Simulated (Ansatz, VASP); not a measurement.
# Cross-check of Ta12Al14O51 between VASP and Ansatz, part 4 of 4

Aim: how closely do two programs agree when they are given the same cell, functional and k mesh? Of the first pair: The structure shown is frame 83 of Ansatz's trajectory.

VASP 6.6.1 and Ansatz 0.2.0.

So far. Step 6 (VASP: single point, PBE, pair 2): The run ends at a pressure of 3.86 GPa, with forces up to 2.4 eV/Å.

**9. VASP: single point, PBE, pair 3**

Level of this step: PBE; plane waves and PAW (Al, Ta_pv, O) (VASP).

The same cell, functional and mesh now go to VASP, with its own data sets.

INCAR reads:

```
SYSTEM = Ta12Al14O51
PREC = Accurate
ENCUT = 520
EDIFF = 1E-06
NELM = 120
ISMEAR = 0
SIGMA = 0.01
LREAL = Auto
ALGO = Normal
GGA = PE
NBANDS = 296
LASPH = .TRUE.
LORBIT = 11
LWAVE = .FALSE.
LCHARG = .FALSE.
ISIF = 2
GGA_COMPAT = .FALSE.
EFERMI = MIDGAP
NCORE = 2
```

POSCAR reads:

```
Ta12Al14O51
1.0
    9.7601000000      0.0000000000      0.0000000000
    0.0000000000      9.7601000000      0.0000000000
    0.0000000000      0.0000000000      9.7601000000
Al Ta O
14 12 51
Direct
    0.3239311073      0.6220120695      0.4296267456
    0.7433940226      0.2733066260      0.2151617299
    0.6581592402      0.9852153154      0.3909796006
    0.1981229701      0.9230848045      0.3253552730
    0.6366840504      0.4747799715      0.4492167088
    0.4170756447      0.2094958043      0.4305488673
    0.4216452700      0.3560106966      0.6511818526
    0.4731611356      0.4365119210      0.2129998668
    0.9118349197      0.7522771283      0.3515947583
    0.4452925687      0.0959109026      0.1539430948
    0.8404319628      0.1124988473      0.8478499196
    0.4640731140      0.8714767267      0.8921424985
    0.0008913843      0.4376389586      0.3845964693
    0.2099876026      0.0681038104      0.9954918495
    0.6424524339      0.3314412762      0.9297445723
    0.8283624143      0.5436112335      0.6652903146
    0.0043647094      0.7819489554      0.8976137540
    0.0119568447      0.3258778086      0.0193133267
    0.1691068739      0.9734121577      0.6889888423
    0.7710986568      0.8514359484      0.6483642586
    0.4505179250      0.8814356410      0.5713773424
    0.7272466471      0.9241196299      0.1090050307
    0.3457239168      0.5161729900      0.9286277805
    0.9365580271      0.1522422926      0.4334791652
    0.1262077233      0.3127324515      0.7012735525
    0.1325703630      0.6265612033      0.2053462567
    0.8706980461      0.9491091280      0.7817850227
    0.8795913976      0.8019999795      0.0343746478
    0.8467946025      0.7115910698      0.7813854366
    0.3021792809      0.2375795330      0.5712543929
    0.7589266503      0.1272630403      0.3287056485
    0.0422536654      0.1136976056      0.6200448766
    0.0541490354      0.3054476901      0.4980789131
    0.7750535343      0.8491613815      0.2962777021
    0.1635331605      0.3994221371      0.9059538324
    0.1663610004      0.5334576490      0.3885411010
    0.8153502526      0.0736365406      0.0299279720
    0.4799028698      0.3636745525      0.8225428018
    0.6185080071      0.8276657001      0.4923002838
    0.3795862747      0.7079743035      0.5695638364
    0.6741631746      0.1725494616      0.8150326329
    0.4658251452      0.5393182447      0.3678855749
    0.0565055686      0.0361881538      0.3548939048
    0.2755504554      0.4513785719      0.7064476798
    0.0756037336      0.4377106792      0.1553160316
    0.7616520323      0.4554461532      0.8205756089
    0.0176944908      0.4831405416      0.6958022971
    0.4115531603      0.2575588365      0.2606018381
    0.3032550896      0.5139906353      0.1285949939
    0.5744715730      0.9838218871      0.2222415754
    0.9257589574      0.2867183738      0.2864417373
    0.7966516737      0.0216288768      0.5439493448
    0.3905697688      0.0349996414      0.9829919775
    0.6094712144      0.8407700741      0.9940471921
    0.6421348142      0.5783957132      0.6120121720
    0.8324299956      0.4469626336      0.4912654583
    0.5869304618      0.8636489380      0.7383940738
    0.9489042120      0.5911312384      0.2727328613
    0.6500138318      0.4134486327      0.2718517228
    0.2800688518      0.0127867542      0.2024262046
    0.8140695280      0.3579369064      0.0656345734
    0.8827471030      0.7345211627      0.5280581142
    0.0869253389      0.1646397066      0.0782881323
    0.5048821221      0.0526736406      0.4700156761
    0.4029159537      0.6905871866      0.8996936507
    0.5440620485      0.3263286237      0.5243798732
    0.3567279024      0.9356871344      0.7494083052
    0.2920769254      0.7466931691      0.3022305099
    0.1141996496      0.6570629399      0.9973565845
    0.0621510026      0.8022048954      0.2688804418
    0.2597821744      0.9436583642      0.5022284608
    0.0899171115      0.8068667329      0.6993268512
    0.1998135265      0.1498857594      0.8062212477
    0.6009364658      0.2130818332      0.0863925575
    0.5200663928      0.4810094159      0.0331349064
    0.9567832297      0.2566469606      0.8327578611
    0.1137693261      0.9393961127      0.9201545066
```

KPOINTS reads:

```
Automatic mesh
0
Gamma
1 1 1
0 0 0
```

Potentials, in the order of the species: Al, Ta_pv and O (PBE family, release 64).

The run is started by

```
$ mpirun -np 8 vasp_gam
```

Numbers of over 12 decimals in the logs are rounded to 6 here.

Log:

```text
[... set-up lines as in an earlier step ...]
 entering main loop
       N       E                     dE             d eps       ncg     rms          rms(c)
DAV:   1     0.541902502708E+04    0.54190E+04   -0.29772E+05   600   0.169E+03
DAV:   2    -0.222987907295E+03   -0.56420E+04   -0.53731E+04   704   0.470E+02
DAV:   3    -0.773491425312E+03   -0.55050E+03   -0.54613E+03   672   0.152E+02
DAV:   4    -0.786581356007E+03   -0.13090E+02   -0.13025E+02   696   0.245E+01
[...]
DAV:  16    -0.654954846160E+03   -0.17658E-04   -0.50056E-05   640   0.166E-02    0.100E-02
DAV:  17    -0.654954850158E+03   -0.39985E-05   -0.12691E-05   720   0.107E-02    0.527E-03
DAV:  18    -0.654954850939E+03   -0.78091E-06   -0.54114E-06   624   0.553E-03
   1 F= -.65495485E+03 E0= -.65495485E+03  d E =0.000000E+00
```

Parts of OUTCAR (step 9):

```text
  Total       40.0100838     40.6166059     31.6283631     -9.5196006     -0.4920687     -3.7708146
  in kB       68.9472964     69.9924844     54.5035130    -16.4046325     -0.8479564     -6.4980487
  external PRESSURE =      64.4810979 kB  Pullay stress =       0.0000000 kB

 POSITION                                       TOTAL-FORCE (eV/Angst)
 -----------------------------------------------------------------------------------
      3.16160      6.07090      4.19320        -0.602921     -0.182567     -1.138431
      7.25560      2.66750      2.10000         0.879809     -0.293788     -0.488222
      6.42370      9.61580      3.81600         1.255485     -0.311162     -0.115269
      1.93370      9.00940      3.17550         0.018597     -1.562847     -0.231630
      6.21410      4.63390      4.38440        -0.932034     -0.346820      0.062310
      4.07070      2.04470      4.20220         0.555530      0.281930      1.894911
      4.11530      3.47470      6.35560        -0.265625     -0.255084      0.391815
      4.61810      4.26040      2.07890        -0.331117      0.437667     -0.110955
      8.89960      7.34230      3.43160        -0.721075     -0.257158     -0.355906
      4.34610      0.93610      1.50250        -0.429925     -0.187540     -0.290702
      8.20270      1.09800      8.27510        -0.079127      0.295605      0.420094
      4.52940      8.50570      8.70740        -0.032389      0.552515     -0.375817
      0.00870      4.27140      3.75370        -1.014868      0.000378     -1.055343
      2.04950      0.66470      9.71610         1.142106      0.063909      0.204737
[...]
-----------------------------------------------------------------------------------
    total drift:                                0.019503      0.002886      0.008704

  FREE ENERGIE OF THE ION-ELECTRON SYSTEM (eV)
  ---------------------------------------------------
  free  energy   TOTEN  =      -654.9548509393 eV

  energy  without entropy=     -654.9548509393  energy(sigma->0) =     -654.95485094

[... 2 parts as in an earlier step ...]

[... 1 further part left out ...]
[key lines of the parts left out:]
E-fermi :   4.2635
```

The run ends at a pressure of 6.45 GPa, with forces up to 3.1 eV/Å.

**10. Differences**

What differs besides the data sets and the points named for the pairs above, as far as they apply: the data sets hold 504 valence electrons in Ansatz (on its default PAW (the set named soft_2) files) and 480 in VASP. Total energies have different zeros and are not compared.

Forces on 10 of the 77 atoms, those with the largest forces and the largest differences (eV/Å; atoms numbered as in POSCAR):

| atom | Ansatz x, y, z | VASP x, y, z |
| --- | --- | --- |
| Ta19 | 0.231, 2.822, -0.402 | 0.304, 2.988, -0.413 |
| Ta21 | -0.494, -0.296, 2.350 | -0.531, -0.149, 2.393 |
| Ta22 | 1.742, -0.758, -0.104 | 1.839, -0.801, 0.033 |
| Ta24 | 0.886, -1.743, 0.916 | 0.751, -1.709, 1.072 |
| Ta26 | 2.672, -0.051, -1.189 | 2.796, -0.047, -1.300 |
| O43 | -1.312, 0.710, 0.454 | -1.164, 0.565, 0.364 |
| O58 | -2.140, -0.297, 1.646 | -2.240, -0.326, 1.689 |
| O60 | 1.151, 1.435, -1.066 | 1.170, 1.456, -1.095 |
| O65 | -0.901, 0.705, -0.467 | -0.829, 0.925, -0.494 |
| O72 | -0.583, -1.305, 0.495 | -0.678, -1.538, 0.473 |

The forces differ by 64 meV/Å r.m.s., which is 8.3 % of the r.m.s. force of 0.778 eV/Å (both taken over all components).

**11. Results**

| Property | Result |
| --- | --- |
| r.m.s. force difference (single point, PBE, pair 1) | 10 % of the r.m.s. force |
| r.m.s. force difference (single point, PBE, pair 2) | 8.8 % of the r.m.s. force |
| r.m.s. force difference (single point, PBE, pair 3) | 8.3 % of the r.m.s. force |

In words: The r.m.s. force difference is 10 % of the r.m.s. force (single point, PBE, pair 1), beyond the 3 % picked in this series as the mark of a large difference. The data sets hold unlike numbers of valence electrons (504 in Ansatz and 480 in VASP), so part of the differences comes from the potentials. What causes the difference of the single point, PBE, pair 1 pair stays open here. What causes the difference of the single point, PBE, pair 2 pair stays open here. What causes the difference of the single point, PBE, pair 3 pair stays open here. How closely two codes agree says nothing of how well the functional describes the real material.

[Lines on the potential files, build, host, timing and source positions are cut from VASP's logs without a mark.]

[Logs are printed without paths, hosts, clocks, repeated set-up lines and the standing remarks that a program may print on its own settings, such as how far it seeks lower states.]

[Hosts, paths, dates, database ids (printed as entryN), source tags and the programs' standing remarks are cut or masked in the printed files.]
